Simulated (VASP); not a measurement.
A cell of TiAl (L1_0) near equilibrium:

```
AlTi
1.0
    2.81480     0.00000     0.00000
    0.00000     2.81480     0.00000
    0.00000     0.00000     4.05023
Ti Al
1 1
Direct
  0.00000   0.00000   0.00000
  0.50000   0.50000   0.50000
```

Method: r2SCAN meta-GGA, VASP's PBE PAW potentials (set 64) (plane waves; VASP).

| run | ΔE (meV/atom) | σxx | σyy | σzz | largest shear component, with its sign (GPa) | largest force (eV/Å) |
|---|---|---|---|---|---|---|
| as it is | 0.0 | 0.07 | 0.07 | 0.19 | 0.00 | 0.000 |
| after one change | 12.9 | 6.34 | 6.34 | 3.61 | 0.00 | 0.000 |
Stress is in GPa, positive when the cell is compressed.

Problem. Which change was made?
A. uniaxial strain of -1.5 % along y
B. atom 2 (Al) moved by 0.075 Å along y
C. atom 2 (Al) moved by 0.200 Å along z
D. biaxial strain of -2.0 % in the xy plane

Solution. D, biaxial strain of -2.0 % in the xy plane

The compound is TiAl in the L1_0 structure. The electron count is odd and the run is not spin-polarised, which forces a metal.
